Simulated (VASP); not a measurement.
Here is a VASP 6.6.1 calculation.

Contents of INCAR:

```
SYSTEM = Si7SbO16
PREC     = Accurate       ! precision mode
ENCUT    = 520            ! plane-wave cutoff, eV
EDIFF    = 1E-8           ! SCF threshold, eV
ISMEAR   = -1             ! smearing method
SIGMA    = 0.01           ! smearing width, eV
LREAL    = Auto         
LASPH    = .TRUE.         ! aspherical terms in the spheres
NELM     = 100            ! most SCF steps
ALGO     = Fast           ! electronic algorithm
ISIF     = 2              ! what is computed and relaxed
LWAVE    = .FALSE.        ! write WAVECAR
LCHARG   = .FALSE.        ! write CHGCAR
GGA      = PE             ! functional
LEFG     = .TRUE.       
NELECT   = 130.0        
NBANDS   = 82             ! bands
```

KPOINTS

```
Automatic mesh
0
G
  3 3 3
  0 0 0
```

The input POSCAR:

```
Si7SbO16
1.0
    0.0000000000      4.9820000000      6.9630000000
    4.9820000000      0.0000000000      6.9630000000
    4.9820000000      4.9820000000      0.0000000000
Sb Si O
1 7 16
Direct
    0.0000000000      0.0000000000      0.2989700000
    0.5000000000      0.5000000000      0.7989700000
    0.4239700000      0.8260300000      0.3750000000
    0.9239700000      0.3260300000      0.8750000000
    0.2500000000      0.2500000000      0.4510300000
    0.7500000000      0.7500000000      0.9510300000
    0.0760300000      0.6739700000      0.1250000000
    0.5760300000      0.1739700000      0.6250000000
    0.0208550000      0.1572750000      0.0826150000
    0.5208550000      0.6572750000      0.5826150000
    0.3857450000      0.0423850000      0.3541450000
    0.8857450000      0.5423850000      0.8541450000
    0.4072750000      0.2708550000      0.4892550000
    0.9072750000      0.7708550000      0.9892550000
    0.2923850000      0.6357450000      0.9677250000
    0.7923850000      0.1357450000      0.4677250000
    0.1142550000      0.4576150000      0.2822750000
    0.6142550000      0.9576150000      0.7822750000
    0.0927250000      0.2291450000      0.6673850000
    0.5927250000      0.7291450000      0.1673850000
    0.2076150000      0.8642550000      0.3958550000
    0.7076150000      0.3642550000      0.8958550000
    0.4791450000      0.3427250000      0.7607450000
    0.9791450000      0.8427250000      0.2607450000
```

Potentials or basis: VASP PAW PBE potentials, release 64 (Sb, Si, O).

The run is started by

```bash
$ cat potpaw_PBE.64/Sb/POTCAR potpaw_PBE.64/Si/POTCAR potpaw_PBE.64/O/POTCAR > POTCAR
$ mpirun -np 1 vasp_std > vasp.out
```

(1) What does it give for the band gap on the k mesh?

(2) Predict the largest force.

Answers

(1) 0.78 eV, indirect (least direct gap 0.84 eV).

(2) 19.921 eV/Å.

Caveat: the cell carries a net charge on a neutralising background, which shifts energy and pressure; the cell is charged against a uniform background, so pressure and absolute levels hang on convention; spin-orbit coupling is left out, which moves the levels of the heavy elements.
